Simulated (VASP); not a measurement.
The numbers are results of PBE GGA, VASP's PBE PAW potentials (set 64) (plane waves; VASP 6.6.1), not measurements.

VASP ran on this input.

INCAR:
```
! general
SYSTEM   =  ZnCr3C
PREC     =  Accurate
ENCUT    =  520
LREAL    =  .False.
LASPH    =  .True.

! electronic loop
EDIFF    =  1E-6
NELM     =  100
ALGO     =  Normal
LMAXMIX  =  4

! smearing
ISMEAR   =  1
SIGMA    =  0.2

! functional
GGA      =  PE

! spin
ISPIN    =  2
MAGMOM   =  2*0.0 3*3.0

! ions
ISIF     =  2

! output
LWAVE    =  .False.
LCHARG   =  .False.
LORBIT   =  10
```

File POSCAR:
```
ZnCr3C
1
    3.9941610000     0.0000000000     0.0000000000
    0.0000000000     3.9941610000     0.0000000000
    0.0000000000     0.0000000000     3.9941610000
Zn C Cr
1 1 3
Direct
  0.0000000000   0.0000000000   0.0000000000
  0.5000000000   0.5000000000   0.5000000000
  0.0000000000   0.5000000000   0.5000000000
  0.5000000000   0.5000000000   0.0000000000
  0.5000000000   0.0000000000   0.5000000000
```

KPOINTS:
```
K-points
0
G
 5 5 5
```

POTCAR, in this order: Zn C Cr_pv (PBE.64 set). Program: vasp_std.

Output

OUTCAR:
```
 ion  position               nearest neighbor table
   1  0.000  0.000  0.000-   3 2.82   4 2.82   5 2.82   3 2.82   5 2.82   3 2.82   4 2.82   3 2.82
                             4 2.82   5 2.82   5 2.82   4 2.82
   2  0.500  0.500  0.500-   3 2.00   4 2.00   5 2.00   4 2.00   5 2.00   3 2.00
   3  0.000  0.500  0.500-   2 2.00   2 2.00   4 2.82   5 2.82   1 2.82   4 2.82   1 2.82   5 2.82
                             1 2.82   1 2.82   4 2.82   5 2.82   4 2.82   5 2.82
   4  0.500  0.500  0.000-   2 2.00   2 2.00   3 2.82   5 2.82   1 2.82   3 2.82   5 2.82   1 2.82
                             5 2.82   5 2.82   1 2.82   3 2.82   3 2.82   1 2.82
   5  0.500  0.000  0.500-   2 2.00   2 2.00   3 2.82   4 2.82   1 2.82   4 2.82   1 2.82   3 2.82
                             4 2.82   4 2.82   1 2.82   3 2.82   1 2.82   3 2.82
  LATTYP: Found a simple cubic cell.
 ALAT       =     3.9941610000
 Subroutine PRICEL returns:
 Original cell was already a primitive cell.
 Subroutine GETGRP returns: Found 48 space group operations
The static configuration has the point symmetry O_h .
The dynamic configuration has the point symmetry O_h .
The overall configuration has the point symmetry O_h .
 Subroutine INISYM returns: Found 48 space group operations
 Subroutine IBZKPT returns following result:
 Found     10 irreducible k-points:

 Following reciprocal coordinates:
            Coordinates               Weight
  0.000000  0.000000  0.000000      1.000000
...
```

**OSZICAR**
```
       N       E                     dE             d eps       ncg     rms          rms(c)
DAV:   1     0.573633662672E+03    0.57363E+03   -0.28170E+04  1464   0.186E+03
DAV:   2     0.233300480243E+01   -0.57130E+03   -0.55155E+03  1440   0.515E+02
DAV:   3    -0.442010169323E+02   -0.46534E+02   -0.44737E+02  1556   0.155E+02
DAV:   4    -0.461283081453E+02   -0.19273E+01   -0.19043E+01  1636   0.296E+01
DAV:   5    -0.461787651085E+02   -0.50457E-01   -0.50430E-01  1744   0.449E+00    0.300E+01
DAV:   6    -0.389194825889E+02    0.72593E+01   -0.64195E+01  1784   0.637E+01    0.143E+01
DAV:   7    -0.379773744294E+02    0.94211E+00   -0.12201E+01  1636   0.323E+01    0.633E+00
DAV:   8    -0.379218727253E+02    0.55502E-01   -0.78989E-01  1636   0.746E+00    0.263E+00
DAV:   9    -0.378990008613E+02    0.22872E-01   -0.15783E-01  1612   0.279E+00    0.155E+00
DAV:  10    -0.379081960509E+02   -0.91952E-02   -0.26898E-02  1772   0.132E+00    0.135E+00
DAV:  11    -0.379146634495E+02   -0.64674E-02   -0.69702E-03  1764   0.530E-01    0.108E+00
DAV:  12    -0.379188793176E+02   -0.42159E-02   -0.20904E-02  1632   0.105E+00    0.498E-01
DAV:  13    -0.379196113324E+02   -0.73201E-03   -0.21820E-03  1768   0.356E-01    0.244E-01
DAV:  14    -0.379196719008E+02   -0.60568E-04   -0.40887E-04  1944   0.165E-01    0.813E-02
DAV:  15    -0.379196965922E+02   -0.24691E-04   -0.13693E-04  1656   0.985E-02    0.328E-02
DAV:  16    -0.379197015887E+02   -0.49965E-05   -0.13265E-05  1536   0.268E-02    0.110E-02
DAV:  17    -0.379197009004E+02    0.68827E-06   -0.25064E-06  1444   0.102E-02
   1 F= -.37919701E+02 E0= -.37922747E+02  d E =0.913976E-02  mag=     6.2232
```

### OUTCAR
```
------------------------ aborting loop because EDIFF is reached ----------------------------------------
  FORCE on cell =-STRESS in cart. coord.  units (eV):
  Direction    XX          YY          ZZ          XY          YZ          ZX
  --------------------------------------------------------------------------------------
  Total       -3.1962045     -3.1962045     -3.1962045      0.0000000     -0.0000000      0.0000000
  in kB      -80.3652749    -80.3652749    -80.3652749      0.0000000     -0.0000000      0.0000000
  external PRESSURE =     -80.3652749 kB  Pullay stress =       0.0000000 kB
  volume of cell :       63.72
      direct lattice vectors                 reciprocal lattice vectors
     3.994161000  0.000000000  0.000000000     0.250365471  0.000000000  0.000000000
     0.000000000  3.994161000  0.000000000     0.000000000  0.250365471  0.000000000
     0.000000000  0.000000000  3.994161000     0.000000000  0.000000000  0.250365471
 POSITION                                       TOTAL-FORCE (eV/Angst)
 -----------------------------------------------------------------------------------
      0.00000      0.00000      0.00000         0.000000      0.000000      0.000000
      1.99708      1.99708      1.99708         0.000000      0.000000      0.000000
      0.00000      1.99708      1.99708         0.000000      0.000000      0.000000
      1.99708      1.99708      0.00000         0.000000      0.000000      0.000000
      1.99708      0.00000      1.99708         0.000000      0.000000      0.000000
 -----------------------------------------------------------------------------------
    total drift:                                0.000000      0.000000     -0.000000
  FREE ENERGIE OF THE ION-ELECTRON SYSTEM (eV)
  ---------------------------------------------------
  free  energy   TOTEN  =       -37.9197009004 eV

  energy  without entropy=      -37.9288406632  energy(sigma->0) =      -37.92274749

 total charge

# of ion       s       p       d       tot
------------------------------------------
    1        0.586   0.499   9.705  10.790
    2        0.896   1.566   0.000   2.462
    3        0.311   6.322   4.153  10.786
    4        0.311   6.322   4.153  10.786
    5        0.311   6.322   4.153  10.786
--------------------------------------------------
tot          2.415  21.032  22.163  45.611

 magnetization (x)

# of ion       s       p       d       tot
------------------------------------------
    1       -0.046  -0.065   0.047  -0.064
    2       -0.020  -0.115   0.000  -0.135
    3        0.010   0.015   2.032   2.057
    4        0.010   0.015   2.032   2.057
    5        0.010   0.015   2.032   2.057
--------------------------------------------------
tot         -0.035  -0.137   6.144   5.972
```
(Selected blocks of OUTCAR.)

The moments were started parallel, and other spin orders were not tried in this run.

The structure was generated: ZnCr3C was put into the cubic-perovskite type (Pm-3m), which need not be its known phase. The cell was not relaxed at this level. The k-mesh is coarse (spacing up to 0.31 per Å, 2π included), so the numbers may not be converged in it. The run is one of a series of settings (ISMEAR = 1, SIGMA = 0.2 against the base run), some of them coarse on purpose.
